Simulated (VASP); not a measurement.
Computed with LDA (Ceperley-Alder, Perdew-Zunger), VASP's LDA PAW potentials (set 64) (plane waves; VASP).

The input files of a VASP run:

INCAR:
```
ALGO=Normal
EDIFF=1E-6
ENCUT=300
ISIF=2
ISMEAR=-1
LASPH=.TRUE.
LCHARG=.FALSE.
LMAXMIX=4
LREAL=.FALSE.
LWAVE=.FALSE.
NELM=100
PREC=Accurate
SIGMA=0.1
SYSTEM=TiCo
```

KPOINTS:
```
Automatic mesh
0
Gamma
15 15 15
0 0 0
```

POSCAR:
```
TiCo
1.0
  2.9900000000   0.0000000000   0.0000000000
  0.0000000000   2.9900000000   0.0000000000
  0.0000000000   0.0000000000   2.9900000000
Ti Co
1 1
direct
  0.0000000000   0.0000000000   0.0000000000
  0.5000000000   0.5000000000   0.5000000000
```

POTCAR, in this order: Ti_sv Co (LDA.64 set). Program: vasp_std.

The resulting files:

File OSZICAR:
```
       N       E                     dE             d eps       ncg     rms          rms(c)
DAV:   1     0.114626682570E+03    0.11463E+03   -0.75831E+03  3384   0.130E+03
DAV:   2    -0.137310668949E+02   -0.12836E+03   -0.12601E+03  3420   0.348E+02
DAV:   3    -0.197975608340E+02   -0.60665E+01   -0.60048E+01  4740   0.856E+01
DAV:   4    -0.200012618173E+02   -0.20370E+00   -0.20312E+00  4230   0.133E+01
DAV:   5    -0.200072954751E+02   -0.60337E-02   -0.60330E-02  4714   0.203E+00    0.127E+01
DAV:   6    -0.179631891930E+02    0.20441E+01   -0.14034E+01  4330   0.544E+01    0.658E+00
DAV:   7    -0.206174333970E+02   -0.26542E+01   -0.29794E+01  5638   0.493E+01    0.242E+01
DAV:   8    -0.175134550159E+02    0.31040E+01   -0.19033E+01  5068   0.398E+01    0.155E+00
DAV:   9    -0.175290655897E+02   -0.15611E-01   -0.27042E-01  4580   0.450E+00    0.177E+00
DAV:  10    -0.175150529558E+02    0.14013E-01   -0.69695E-02  4804   0.321E+00    0.433E-01
DAV:  11    -0.175127721161E+02    0.22808E-02   -0.93283E-03  4272   0.108E+00    0.219E-01
DAV:  12    -0.175124509981E+02    0.32112E-03   -0.13743E-03  5286   0.269E-01    0.447E-02
DAV:  13    -0.175124343204E+02    0.16678E-04   -0.50191E-05  3870   0.575E-02    0.255E-02
DAV:  14    -0.175124283340E+02    0.59864E-05   -0.37203E-05  4812   0.545E-02    0.214E-03
DAV:  15    -0.175124283839E+02   -0.49896E-07   -0.62988E-07  2074   0.101E-02
   1 F= -.17512428E+02 E0= -.17467631E+02  d E =-.895955E-01
```

File OUTCAR:
```
------------------------ aborting loop because EDIFF is reached ----------------------------------------
  FORCE on cell =-STRESS in cart. coord.  units (eV):
  Direction    XX          YY          ZZ          XY          YZ          ZX
  --------------------------------------------------------------------------------------
  Total       -2.6131419     -2.6131419     -2.6131419      0.0000000      0.0000000      0.0000000
  in kB     -156.6246147   -156.6246147   -156.6246147      0.0000000      0.0000000      0.0000000
  external PRESSURE =    -156.6246147 kB  Pullay stress =       0.0000000 kB
  volume of cell :       26.73
      direct lattice vectors                 reciprocal lattice vectors
     2.990000000  0.000000000  0.000000000     0.334448161  0.000000000  0.000000000
     0.000000000  2.990000000  0.000000000     0.000000000  0.334448161  0.000000000
     0.000000000  0.000000000  2.990000000     0.000000000  0.000000000  0.334448161
 POSITION                                       TOTAL-FORCE (eV/Angst)
 -----------------------------------------------------------------------------------
      0.00000      0.00000      0.00000         0.000000      0.000000      0.000000
      1.49500      1.49500      1.49500         0.000000      0.000000      0.000000
 -----------------------------------------------------------------------------------
    total drift:                                0.000000     -0.000000      0.000000
  FREE ENERGIE OF THE ION-ELECTRON SYSTEM (eV)
  ---------------------------------------------------
  free  energy   TOTEN  =       -17.5124283839 eV

  energy  without entropy=      -17.4228329073  energy(sigma->0) =      -17.46763065
```
(Selected blocks of OUTCAR.)

At this cut-off the stress carries a Pulay error, which pulls relaxed volumes low.

The structure is a typed TiCo crystal (Pm-3m). The cell was not relaxed at this level. The run is not spin-polarised, so no magnetic state was tried. The electron count is odd and the run is not spin-polarised, which forces a metal.
